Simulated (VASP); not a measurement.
Data:

```
Pt
1.0
    0.00000     1.95761     1.95761
    1.95761     0.00000     1.95761
    1.95761     1.95761     0.00000
Pt
1
Direct
  0.00000   0.00000   0.00000
```

Level of theory: PBEsol GGA, VASP's PBE PAW potentials (set 64) (plane waves; VASP). Numerical set-up: 530 eV cut-off, 14×14×14 Γ-centred mesh, first-order Methfessel-Paxton smearing of 0.10 eV, potentials Pt.

Finite-difference elastic constants of metals are sensitive to mesh and smearing; shear constants can be off by tens of GPa.

**Question.** Give the elastic stiffness tensor with the ions relaxed (GPa, in the frame of the cell).

**Answer.** 
|  | xx | yy | zz | yz | xz | xy |
|---|---|---|---|---|---|---|
| xx | 378 | 248 | 248 | 0.0 | 0.0 | 0.0 |
| yy | 248 | 378 | 248 | 0.0 | 0.0 | 0.0 |
| zz | 248 | 248 | 378 | 0.0 | 0.0 | 0.0 |
| yz | 0.0 | 0.0 | 0.0 | 85.2 | 0.0 | 0.0 |
| xz | 0.0 | 0.0 | 0.0 | 0.0 | 85.2 | 0.0 |
| xy | 0.0 | 0.0 | 0.0 | 0.0 | 0.0 | 85.2 |

**Question.** Estimate the Hill bulk modulus, Hill shear modulus, Young's modulus, Poisson's ratio.

**Answer.** 
The Hill bulk modulus is 291 GPa and the Hill shear modulus is 76.5 GPa. The Young's modulus is 211 GPa and the Poisson's ratio is 0.379.

Measured: C11 358 GPa at 0 K (computed value off by +5.6 %), C12 254 GPa at 0 K (computed value off by -2.2 %), C44 77.4 GPa at 0 K (computed value off by +10.1 %), as given by Changle Li et al., Scripta Materialia (2021), arXiv:2102.01972 [low-temperature values given for 0 K; zero-point effects included].

The compound is Pt in the fcc structure. It was relaxed first.
